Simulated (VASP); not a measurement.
The system is In2O3.

```xyz
40
Lattice="-5.1474 5.1474 5.1474 5.1474 -5.1474 5.1474 5.1474 5.1474 -5.1474" Properties=species:S:1:pos:R:3 pbc="T T T"
In    5.1474    2.5737    0.3486
In    0.0000    2.5737    4.7989
In    2.5737   -2.5737    2.5737
In    2.5737    2.5737   -2.5737
In    0.3486    5.1474    2.5737
In    4.7989    0.0000    2.5737
In    0.0000    7.7211    0.3486
In    5.1474   -2.5737    4.7989
In    2.5737    0.3486    5.1474
In    0.3486    0.0000    7.7211
In   -2.5737    2.5737    2.5737
In    2.5737    2.5737    2.5737
In    4.7989    5.1474   -2.5737
In    2.5737    4.7989    0.0000
In   -2.5737    4.7989    5.1474
In    7.7211    0.3486    0.0000
O     4.0128    1.5905    3.9364
O     1.5905    3.9364    4.0128
O     3.5570    6.3584   -1.1346
O     1.1346    1.5905    6.3584
O     3.5570    1.2110    1.1346
O    -1.1346    1.5905    1.2110
O     1.2110    1.1346    3.5570
O     3.9364    6.2820    3.5570
O    -1.2110    4.0128    3.5570
O    -1.1346    3.5570    6.3584
O     6.3584   -1.1346    3.5570
O     1.2110   -1.1346    1.5905
O     6.2820    1.5905   -1.2110
O     6.2820    3.5570    3.9364
O     3.5570   -1.2110    4.0128
O     3.5570    3.9364    6.2820
O     1.5905    6.3584    1.1346
O     6.3584    1.1346    1.5905
O     4.0128    3.5570   -1.2110
O     1.5905   -1.2110    6.2820
O     1.5905    1.2110   -1.1346
O    -1.2110    6.2820    1.5905
O     3.9364    4.0128    1.5905
O     1.1346    3.5570    1.2110
```

The cell is a database's computed one.

Base run:

```yaml
Program: VASP 6.6.1
Functional: r2SCAN
Potentials_or_basis: VASP PAW PBE potentials, release 64 (In_d, O)
Cutoff: 450 eV
k_mesh: 6 × 6 × 6
Occupations: gaussian, width 0.02 eV
Spin: no spin polarisation
```

Its results: band gap on the k mesh 1.43 eV, direct; largest force 0.053 eV/Å.

**Question.** The run is repeated on the same cell with these changes: functional from r2SCAN to PBE; further incar settings from ALGO = Normal; EDIFF = 1e-06 to ALGO = Fast; EDIFF = 1e-06. What comes out?

**Answer.** Band gap on the k mesh 0.92 eV, direct; largest force 0.007 eV/Å.

Caveats: spin-orbit coupling is left out, which moves the levels of the heavy elements; the PAW data sets were made with another functional, which shifts forces and pressure a little (some runs).
